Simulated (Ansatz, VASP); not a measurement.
# Zn (Zinc) in two plane-wave programs, part 2 of 2

Wanted: the spread between two codes on one cell, functional and k mesh. The cell is taken from a series of runs on this material, whose earlier steps may have relaxed, scaled, displaced or heated it; both programs get it as it stands.

VASP 6.6.1 and Ansatz 0.2.0.

So far: The structure; Ansatz: zone-centre phonons, PBEsol; VASP: zone-centre phonons, PBEsol.

### 3. VASP: zone-centre phonons, PBEsol (continued)

Level of this step: PBEsol; plane waves and PAW (Zn) (VASP).

Numbers of over 12 decimals in the logs are rounded to 6 here.

From OUTCAR (step 3):

```text
ion  position               nearest neighbor table
   1  0.333  0.667  0.250-   2 2.86   2 2.86   2 2.86   2 2.86   2 2.86   2 2.86
   2  0.667  0.333  0.750-   1 2.86   1 2.86   1 2.86   1 2.86   1 2.86   1 2.86

  LATTYP: Found a hexagonal cell.
 ALAT       =     2.5958668056
 C/A-ratio  =     1.8797501887

 Subroutine GETGRP returns: Found 24 space group operations
 (whereof 12 operations were pure point group operations)

The static configuration has the point symmetry D_3d.
 The point group associated with its full space group is D_6h.

 Found    366 irreducible k-points:

   k-points           NKPTS =    366   k-points in BZ     NKDIM =    366   number of bands    NBANDS=     18

   dimension x,y,z NGX =    20 NGY =   20 NGZ =   36
   dimension x,y,z NGXF=    40 NGYF=   40 NGZF=   72

   ENCUT  =  500.0 eV  36.75 Ry    6.06 a.u.   4.73  4.73  8.90*2*pi/ulx,y,z

   NELECT =      24.0000    total number of electrons

 k-points in reciprocal lattice and weights: Automatic mesh
   0.00000000  0.00000000  0.00000000       0.000
   0.04166667 -0.00000000  0.00000000       0.001
   0.08333333 -0.00000000  0.00000000       0.001
   0.12500000  0.00000000  0.00000000       0.001
   0.16666667 -0.00000000  0.00000000       0.001
   0.20833333 -0.00000000  0.00000000       0.001
   0.25000000  0.00000000  0.00000000       0.001
   0.29166667 -0.00000000  0.00000000       0.001
   0.33333333 -0.00000000  0.00000000       0.001
[...]
0.33333333  0.29166667  0.50000000       0.002
   0.33333333  0.33333333  0.50000000       0.000

 average (electrostatic) potential at core
       1 -36.4183       2 -36.4183

  Total        0.1032581      0.1032581      0.0472621      0.0000000     -0.0000000      0.0000000
  in kB        5.8097412      5.8097412      2.6591691      0.0000000     -0.0000000      0.0000000
  external PRESSURE =       4.7595505 kB  Pullay stress =       0.0000000 kB

  energy-cutoff  :      500.00
  volume of cell :       28.48
      direct lattice vectors                 reciprocal lattice vectors
     2.595866806  0.000000000  0.000000000     0.385227777  0.222411361  0.000000000
    -1.297933403  2.248086599  0.000000000     0.000000000  0.444822722  0.000000000
     0.000000000  0.000000000  4.879581118     0.000000000  0.000000000  0.204935624

 POSITION                                       TOTAL-FORCE (eV/Angst)
 -----------------------------------------------------------------------------------
     -0.00000      1.49872      1.21990         0.000000     -0.000000      0.000000
      1.29793      0.74936      3.65969        -0.000000      0.000000      0.000000
 -----------------------------------------------------------------------------------
    total drift:                               -0.000000      0.000000     -0.000000

 Eigenvectors and eigenvalues of the dynamical matrix
 ----------------------------------------------------

   1 f  =    4.520234 THz    28.401467 2PiTHz  150.778773 cm-1    18.694177 meV
             X         Y         Z           dx          dy          dz
     -0.000000  1.498724  1.219895     0.000000   -0.000000    0.707107
      1.297933  0.749362  3.659686     0.000000    0.000000   -0.707107

   2 f  =    2.268023 THz    14.250411 2PiTHz   75.653118 cm-1     9.379787 meV
             X         Y         Z           dx          dy          dz
     -0.000000  1.498724  1.219895     0.000002    0.707107   -0.000000
      1.297933  0.749362  3.659686    -0.000002   -0.707107   -0.000000

   3 f  =    2.268023 THz    14.250411 2PiTHz   75.653118 cm-1     9.379787 meV
             X         Y         Z           dx          dy          dz
     -0.000000  1.498724  1.219895     0.707107   -0.000002    0.000000
      1.297933  0.749362  3.659686    -0.707107    0.000002    0.000000

   4 f  =    0.000000 THz     0.000000 2PiTHz    0.000001 cm-1     0.000000 meV
             X         Y         Z           dx          dy          dz
     -0.000000  1.498724  1.219895    -0.215999   -0.562470   -0.370097
      1.297933  0.749362  3.659686    -0.215999   -0.562470   -0.370097

   5 f/i=    0.000000 THz     0.000000 2PiTHz    0.000001 cm-1     0.000000 meV
             X         Y         Z           dx          dy          dz
     -0.000000  1.498724  1.219895    -0.672553    0.161827    0.146577
      1.297933  0.749362  3.659686    -0.672553    0.161827    0.146577

   6 f/i=    0.000000 THz     0.000000 2PiTHz    0.000002 cm-1     0.000000 meV
             X         Y         Z           dx          dy          dz
     -0.000000  1.498724  1.219895    -0.031895    0.396786   -0.584417
      1.297933  0.749362  3.659686    -0.031895    0.396786   -0.584417

 ELASTIC MODULI CONTR FROM IONIC RELAXATION (kBar)
 Direction    XX          YY          ZZ          XY          YZ          ZX
 --------------------------------------------------------------------------------
 XX          -1.4932      1.4932      0.0000      0.0000      0.0000      0.0000
 YY           1.4932     -1.4932     -0.0000      0.0000     -0.0000      0.0000
 ZZ           0.0000     -0.0000     -0.0000      0.0000     -0.0000      0.0000
 XY           0.0000      0.0000      0.0000     -1.4932      0.0000      0.0000
 YZ           0.0000     -0.0000     -0.0000      0.0000     -0.0000      0.0000
 ZX           0.0000      0.0000      0.0000      0.0000      0.0000      0.0000
 --------------------------------------------------------------------------------
```

### 4. Comparison

Known differences besides the potentials themselves: VASP's run holds the zone centre alone; the cutoff is 340 eV in Ansatz and 500 eV in VASP; Ansatz makes its cores anew for this functional, VASP keeps those of its PBE data sets; Ansatz's log warns that its cutoff lies below the recommended one. Total energies have different zeros and are not compared.

The two programs side by side:

| quantity | Ansatz | VASP | difference |
| --- | --- | --- | --- |
| optical mode 1 to 2 (cm⁻¹) | 74.1 | 75.7 | -2.04 % |
| optical mode 3 (cm⁻¹) | 148.4 | 150.8 | -1.59 % |

Modes are paired by rising frequency, not by their patterns, so a pair may set unlike modes beside each other; they are those without the splitting of longitudinal modes.

### 5. Results

| Quantity | Value |
| --- | --- |
| r.m.s. difference of the optical zone-centre modes, each program's sorted by frequency (zone-centre phonons, PBEsol) | 1.9 cm⁻¹ |
| difference in optical mode 1 to 2 (zone-centre phonons, PBEsol) | -2.0 % |

The r.m.s. difference of the optical zone-centre modes, each program's sorted by frequency is 1.9 cm⁻¹ (zone-centre phonons, PBEsol). Among the rows given in per cent, the largest difference of the zone-centre phonons, PBEsol pair is in optical mode 1 to 2, -2.0 %. Such differences can come from data sets, numerical settings and the points named under the comparisons, not from the functional's error against experiment.

[Lines on the potential files, build, host, timing and source positions are cut from VASP's logs without a mark.]

[Logs are printed without paths, hosts, clocks, repeated set-up lines and the standing remarks that a program may print on its own settings, such as how far it seeks lower states.]

[Hosts, paths, dates, database ids (printed as entryN), source tags and the programs' standing remarks are cut or masked in the printed files.]
